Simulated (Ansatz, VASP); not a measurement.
**Two plane-wave programs on BeRu3**

The input INCAR:

```
SYSTEM = BeRu3
  ALGO = Normal
  EDIFF = 1E-7
  ENCUT = 520
  GGA = PE
  ISIF = 2
  ISMEAR = -1
  LASPH = .TRUE.
  LCHARG = .FALSE.
  LREAL = .FALSE.
  LWAVE = .FALSE.
  NBANDS = 30
  NELM = 80
  PREC = Accurate
  SIGMA = 0.05
```

Contents of KPOINTS:

```
k-points
0
G
  10 10 10
  0 0 0
```

POSCAR

```
BeRu3
1.0
   -1.8295237382      1.8295237382      4.0054193213
    1.8295237382     -1.8295237382      4.0054193213
    1.8295237382      1.8295237382     -4.0054193213
Ru Be
3 1
Direct
    0.5000000000      0.5000000000      0.0000000000
    0.2500000000      0.7500000000      0.5000000000
    0.7500000000      0.2500000000      0.5000000000
    0.0000000000      0.0000000000      0.0000000000
```

Contents of input.yaml:

```yaml
crystal:
  lattice:
    - [-1.8295237382, 1.8295237382, 4.0054193213]
    - [1.8295237382, -1.8295237382, 4.0054193213]
    - [1.8295237382, 1.8295237382, -4.0054193213]
  atoms:
    - { symbol: Ru, position: [0.5, 0.5, 0.0] }
    - { symbol: Ru, position: [0.25, 0.75, 0.5] }
    - { symbol: Ru, position: [0.75, 0.25, 0.5] }
    - { symbol: Be, position: [0.0, 0.0, 0.0] }
hamiltonian:
  xc: pbe
  pseudopotentials: { kind: paw }
kpoints:
  mp_grid: { grid: [10, 10, 10] }
scf:
  occupations: { method: fermi_dirac, width: 0.05 }
output:
  forces: true
  stress: true
  eigenvalues: true
```

Change from the starting cell: volume scaled by 1.04.

Alike in both runs: task single point; functional PBE; k mesh 10 × 10 × 10; occupations fermi-dirac, width 0.05 eV; no spin polarisation.

|  | VASP | Ansatz |
| --- | --- | --- |
| version | VASP 6.6.1 | Ansatz 0.2.0 |
| potentials or method | VASP PAW PBE potentials, release 64 (Ru_pv, Be) | Ansatz PAW |
| plane-wave cutoff (eV) | 520 | 420 |
| valence electrons in the cell | 44 | 50 |

```tsv
	VASP	Ansatz	Ansatz less VASP
gap on the k mesh at the Fermi level (eV)	none	none	-
pressure (GPa)	-11.0	-10.9	+0.05
largest component of the traceless stress (GPa)	0.47	0.48	+0.007
```

A gap of «none» marks a metal or a gap that the smearing closes. The two sets of potentials don't hold the same shells in valence.
